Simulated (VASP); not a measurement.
Given:

```
Yb
1.0
    0.00000     2.69180     2.69180
    2.69180     0.00000     2.69180
    2.69180     2.69180     0.00000
Yb
1
Cartesian
  0.00000   0.00000   0.00000
```

These are r2SCAN meta-GGA, VASP's PBE PAW potentials (set 64) (plane waves; VASP 6.6.1) values and carry that method's errors. Numerical set-up: 400 eV cut-off, 13×13×13 Γ-centred mesh, tetrahedra with Blöchl corrections, potentials Yb_2.

The 4f electrons are frozen in the core of the lanthanide potential, so 4f levels, which can set the real gap, and their magnetism are missing.

Problem. What does the run give for the energy per atom (σ→0), band gap (over mesh and band path) with the smallest direct gap where there is one?

Solution. 
```yaml
band gap (over mesh and band path): none (metal, semimetal or under 0.01 eV)
energy per atom (σ→0): -33.455 eV/atom
```

Total energies compare only between runs with the same potentials, cut-off and functional.

The compound is Yb in the fcc structure. It was relaxed first, which changed the volume by -5 %.
